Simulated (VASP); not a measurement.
## IrC: equation of state with PBE

The system is IrC.

```xyz
2
Lattice="0.0000 2.3104 2.3104 2.3104 0.0000 2.3104 2.3104 2.3104 0.0000" Properties=species:S:1:pos:R:3 pbc="T T T"
Ir    0.0000    0.0000    0.0000
C     3.4656    3.4656    3.4656
```

The cell was built by a generator and needn't be a form met in nature.

```
Program             : VASP 6.6.1
Task                : equation of state
Functional          : PBE
Potentials or basis : VASP PAW PBE potentials, release 64 (Ir, C)
Cutoff              : 520 eV
k mesh              : 10 × 10 × 10
Occupations         : fermi-dirac, width 0.05 eV
Spin                : no spin polarisation
```

```yaml
Equilibrium_volume: 12.43 Å³/atom
Bulk_modulus: 276 GPa
Pressure_derivative_of_the_bulk_modulus: 4.5
```

Energy against volume, from the lowest point:
```csv
volume (Å³/atom),energy (meV/atom)
11.593,53.87
11.840,25.34
12.087,7.76
12.333,0.00
12.580,1.04
12.827,9.95
13.073,25.90
```

All runs of the series together: 2.4 min on 1 thread of Intel(R) Xeon(R) Platinum 8375C CPU @ 2.90GHz (Ice Lake) (shared host).

The run has no spin-orbit coupling, so splittings on Ir are missing.
